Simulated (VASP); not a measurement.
Given:

```yaml
crystal:
  lattice:
    - [2.79515, 0.00000, 0.00000]
    - [0.00000, 2.79515, 0.00000]
    - [0.00000, 0.00000, 2.79515]
  atoms:
    - { symbol: Al, position: [0.00000, 0.00000, 0.00000] }
    - { symbol: Co, position: [0.50000, 0.50000, 0.50000] }
```

Computed with PBE GGA, VASP's PBE PAW potentials (set 64) (plane waves; VASP 6.6.1). Settings: 300 eV cut-off, 9×9×9 Γ-centred mesh, Gaussian smearing of 0.27 eV, potentials Al Co.

At this cut-off the stress carries a Pulay error, which pulls relaxed volumes low.

**Question.** Give the stress tensor in GPa (positive for a compressed cell).

**Answer.** 
```
12.37   0.00   0.00
 0.00  12.37   0.00
 0.00   0.00  12.37
```
The pressure is its mean diagonal, 12.37 GPa.

The structure comes from a computed database's AlCo entry; how it stands against other phases isn't given here. The cell was not relaxed at this level. The run is not spin-polarised, so no magnetic state was tried.
